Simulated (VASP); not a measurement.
Here is the system:

```yaml
crystal:
  lattice:
    - [4.12450, 0.00000, 0.00000]
    - [-2.06225, 3.57192, 0.00000]
    - [0.00000, 0.00000, 6.72045]
  atoms:
    - { symbol: Cd, position: [0.66667, 0.33333, 0.99951] }
    - { symbol: Cd, position: [0.33333, 0.66667, 0.49951] }
    - { symbol: S, position: [0.66667, 0.33333, 0.37549] }
    - { symbol: S, position: [0.33333, 0.66667, 0.87549] }
```

Calculation: PBEsol GGA with spin-orbit coupling, VASP's PBE PAW potentials (set 64) (plane waves; VASP). Settings: 400 eV cut-off, 6×6×3 Γ-centred mesh, Gaussian smearing of 0.050 eV, potentials Cd S.

Question: Give the energies of bands 27 to 40 at the high-symmetry points, in eV from the valence-band maximum.

Answer: 
| band | Γ | M | K | A | L | H |
|---|---|---|---|---|---|---|
| 27 | -0.81 | -3.62 | -3.78 | -2.55 | -4.25 | -4.12 |
| 28 | -0.81 | -3.62 | -3.78 | -2.55 | -4.25 | -4.12 |
| 29 | -0.77 | -2.75 | -3.21 | -0.44 | -1.41 | -2.55 |
| 30 | -0.77 | -2.75 | -3.21 | -0.44 | -1.41 | -2.55 |
| 31 | -0.08 | -1.94 | -1.98 | -0.44 | -1.41 | -2.50 |
| 32 | -0.08 | -1.94 | -1.92 | -0.44 | -1.41 | -2.50 |
| 33 | -0.02 | -1.36 | -1.92 | -0.40 | -1.38 | -1.18 |
| 34 | -0.02 | -1.36 | -1.89 | -0.40 | -1.38 | -1.18 |
| 35 | 0.00 | -0.79 | -1.71 | -0.40 | -1.38 | -1.17 |
| 36 | 0.00 | -0.79 | -1.71 | -0.40 | -1.38 | -1.17 |
| 37 | 1.07 | 3.61 | 4.46 | 2.74 | 3.33 | 4.25 |
| 38 | 1.07 | 3.61 | 4.46 | 2.74 | 3.33 | 4.25 |
| 39 | 2.67 | 3.75 | 5.03 | 2.74 | 3.33 | 4.30 |
| 40 | 2.67 | 3.75 | 5.06 | 2.74 | 3.33 | 4.30 |

The gap is direct, 1.07 eV, from the valence maximum at Γ to the conduction minimum at Γ.

The structure comes from a measured CdS entry (P6_3mc) of the Crystallography Open Database, whose conditions weren't checked. It was relaxed first.
